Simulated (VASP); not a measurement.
Level of theory: vdW-DF-cx, VASP's PBE PAW potentials (set 64) (plane waves; VASP 6.6.1).

Input for VASP

### INCAR
```
SYSTEM = Os
PREC = Accurate
ENCUT = 520
EDIFF = 1E-7
NELM = 100
ALGO = Normal
LREAL = .FALSE.
LASPH = .TRUE.
ISMEAR = 1
SIGMA = 0.1
GGA = CX
LUSE_VDW = .TRUE.
AGGAC = 0.0
LMAXMIX = 6
LWAVE = .FALSE.
LCHARG = .FALSE.
ISIF = 4
IBRION = 2
NSW = 30
EDIFFG = -0.01
```

**KPOINTS**
```
Automatic mesh
0
Gamma
15 15 9
0 0 0
```

File POSCAR:
```
Os
1
    1.3693906777    -2.3718538734     0.0000000000
    1.3693906777     2.3718538734     0.0000000000
    0.0000000000     0.0000000000     4.3190039175
Os
2
Direct
  0.3333330000   0.6666670000   0.2500000000
  0.6666670000   0.3333330000   0.7500000000
```

POTCAR, in this order: Os (PBE.64 set). Program: vasp_std.

What VASP printed:

File OSZICAR:
```
       N       E                     dE             d eps       ncg     rms          rms(c)
DAV:   1     0.110229297995E+03    0.11023E+03   -0.76704E+03  3240   0.128E+03
DAV:   2    -0.119773742884E+02   -0.12221E+03   -0.11034E+03  3372   0.400E+02
DAV:   3    -0.198704014331E+02   -0.78930E+01   -0.71296E+01  4004   0.804E+01
DAV:   4    -0.200926357885E+02   -0.22223E+00   -0.21522E+00  3456   0.141E+01
DAV:   5    -0.200954014892E+02   -0.27657E-02   -0.27627E-02  3764   0.127E+00    0.234E+01
DAV:   6    -0.189805237729E+02    0.11149E+01   -0.12435E+00  3488   0.104E+01    0.107E+01
DAV:   7    -0.186621384771E+02    0.31839E+00   -0.83393E-01  3744   0.837E+00    0.526E-01
DAV:   8    -0.186558272153E+02    0.63113E-02   -0.76195E-03  3320   0.732E-01    0.298E-01
DAV:   9    -0.186537061351E+02    0.21211E-02   -0.15493E-03  3492   0.480E-01    0.554E-02
DAV:  10    -0.186537405266E+02   -0.34392E-04   -0.54774E-05  3672   0.740E-02    0.108E-02
DAV:  11    -0.186537129754E+02    0.27551E-04   -0.70598E-06  3364   0.327E-02    0.882E-04
DAV:  12    -0.186537123594E+02    0.61595E-06   -0.15400E-07  2816   0.430E-03    0.796E-04
DAV:  13    -0.186537122548E+02    0.10457E-06   -0.10580E-08  1696   0.109E-03    0.152E-04
DAV:  14    -0.186537122147E+02    0.40113E-07   -0.33297E-09  1668   0.709E-04
   1 F= -.18653712E+02 E0= -.18654099E+02  d E =-.186537E+02
       N       E                     dE             d eps       ncg     rms          rms(c)
DAV:   1    -0.186555858404E+02   -0.18736E-02   -0.20396E-01  3292   0.398E+00    0.238E-01
DAV:   2    -0.186536686843E+02    0.19172E-02   -0.23033E-03  3952   0.642E-01    0.122E-01
DAV:   3    -0.186530711599E+02    0.59752E-03   -0.11007E-03  3572   0.285E-01    0.237E-02
DAV:   4    -0.186530737375E+02   -0.25776E-05   -0.71361E-05  3372   0.112E-01    0.115E-02
DAV:   5    -0.186530725966E+02    0.11409E-05   -0.11789E-06  3888   0.110E-02    0.317E-03
DAV:   6    -0.186530725224E+02    0.74250E-07   -0.66788E-08  1772   0.372E-03
   2 F= -.18653073E+02 E0= -.18653338E+02  d E =0.639692E-03
       N       E                     dE             d eps       ncg     rms          rms(c)
DAV:   1    -0.186550352032E+02   -0.19626E-02   -0.84198E-02  3292   0.256E+00    0.153E-01
DAV:   2    -0.186542525079E+02    0.78270E-03   -0.94439E-04  3952   0.410E-01    0.780E-02
DAV:   3    -0.186540067991E+02    0.24571E-03   -0.45590E-04  3576   0.183E-01    0.150E-02
DAV:   4    -0.186540079654E+02   -0.11663E-05   -0.29519E-05  3348   0.725E-02    0.753E-03
DAV:   5    -0.186540075587E+02    0.40679E-06   -0.50483E-07  3760   0.712E-03    0.201E-03
DAV:   6    -0.186540075360E+02    0.22706E-07   -0.32061E-08  1696   0.254E-03
   3 F= -.18654008E+02 E0= -.18654365E+02  d E =-.295321E-03
```

File OUTCAR:
```
------------------------ aborting loop because EDIFF is reached ----------------------------------------
  FORCE on cell =-STRESS in cart. coord.  units (eV):
  Direction    XX          YY          ZZ          XY          YZ          ZX
  --------------------------------------------------------------------------------------
  Total       -0.0168397     -0.0168397     -0.0168435      0.0000000      0.0000000      0.0000000
  in kB       -0.9616454     -0.9616451     -0.9618652      0.0000000      0.0000000      0.0000000
  external PRESSURE =      -0.9617185 kB  Pullay stress =       0.0000000 kB
  volume of cell :       28.06
      direct lattice vectors                 reciprocal lattice vectors
     1.368126230 -2.369663787 -0.000000000     0.365463353 -0.211000397 -0.000000000
     1.368126230  2.369663787  0.000000000     0.365463353  0.211000397 -0.000000000
     0.000000000 -0.000000000  4.326991013     0.000000000 -0.000000000  0.231107483
 POSITION                                       TOTAL-FORCE (eV/Angst)
 -----------------------------------------------------------------------------------
      1.36813      0.78989      1.08175        -0.000000      0.000000      0.000000
      1.36813     -0.78989      3.24524         0.000000     -0.000000      0.000000
 -----------------------------------------------------------------------------------
    total drift:                                0.000001      0.000022     -0.000020
  FREE ENERGIE OF THE ION-ELECTRON SYSTEM (eV)
  ---------------------------------------------------
  free  energy   TOTEN  =       -18.6540075360 eV

  energy  without entropy=      -18.6550807452  energy(sigma->0) =      -18.65436527

 reached required accuracy - stopping structural energy minimisation
```
(Selected blocks of OUTCAR.)

File CONTCAR:
```
Os
   1.00000000000000
     1.3681262300349792   -2.3696637868326902   -0.0000000000000000
     1.3681262300349792    2.3696637868326902    0.0000000000000000
     0.0000000000000000   -0.0000000000000000    4.3269910126527353
  Os
     2
Direct
     0.3333330000000032    0.6666669999999968    0.2500000000000000
     0.6666669999999968    0.3333330000000032    0.7500000000000000
```

The compound is Os in the hcp structure. This run relaxes it. Symmetry was kept, so distortions that lower it aren't found.
